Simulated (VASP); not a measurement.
Computed with PBEsol GGA, VASP's PBE PAW potentials (set 64) (plane waves; VASP).

VASP input:

File KPOINTS:
```
Regular mesh
0
G
 14 14 14
0 0 0
```

**INCAR**
```
NELM = 100   ! most electronic steps
ALGO = Normal
ENCUT = 400
EDIFF = 1E-7
ISIF = 2   ! forces and stress, cell fixed
SYSTEM = In
LORBIT = 11
LREAL = .False.   ! projection in real space or not
LASPH = .True.
GGA = PS
ISMEAR = -5
LWAVE = .False.
LMAXMIX = 4
PREC = Accurate
NEDOS = 601
LCHARG = .True.
```

POSCAR:
```
In
1.0
  3.0157502075   0.0000000000   0.0000000000
  0.0000000000   3.0157502075   0.0000000000
  0.0000000000   0.0000000000   3.0157502075
In
1
Cartesian
  0.0000000000   0.0000000000   0.0000000000
```

POTCAR, in this order: In_d (PBE.64 set). Program: vasp_std.

For a metal the tetrahedron method with Blöchl corrections gives inexact stress and forces. Unless said otherwise, spin-orbit coupling is left out, though it shifts the bands of the heavy elements here.

What does the run give for the energy per atom (σ→0), band gap (on the k-mesh)?

| Property | Value |
|---|---|
| energy per atom (σ→0) | -2.884 eV/atom |
| band gap (on the k-mesh) | none (metal, semimetal or under 0.01 eV) |

### OSZICAR
```
...
DAV:   5    -0.292879688358E+01   -0.24664E-02   -0.24682E-02  3016   0.161E+00    0.256E+00
DAV:   6    -0.289096527720E+01    0.37832E-01   -0.79515E-02  2814   0.626E+00    0.119E+00
DAV:   7    -0.288482097541E+01    0.61443E-02   -0.20455E-02  3234   0.294E+00    0.287E-01
DAV:   8    -0.288429905233E+01    0.52192E-03   -0.84231E-04  2728   0.570E-01    0.202E-02
DAV:   9    -0.288430101456E+01   -0.19622E-05   -0.23014E-05  3518   0.731E-02    0.108E-02
DAV:  10    -0.288430221845E+01   -0.12039E-05   -0.11649E-06  2772   0.133E-02    0.184E-03
DAV:  11    -0.288430229488E+01   -0.76437E-07   -0.30348E-08  1662   0.221E-03
   1 F= -.28843023E+01 E0= -.28843023E+01  d E =0.000000E+00
```

The structure was generated: In was put into the simple-cubic type (Pm-3m), which need not be its known phase. It was relaxed first, which changed the volume by -7 %.
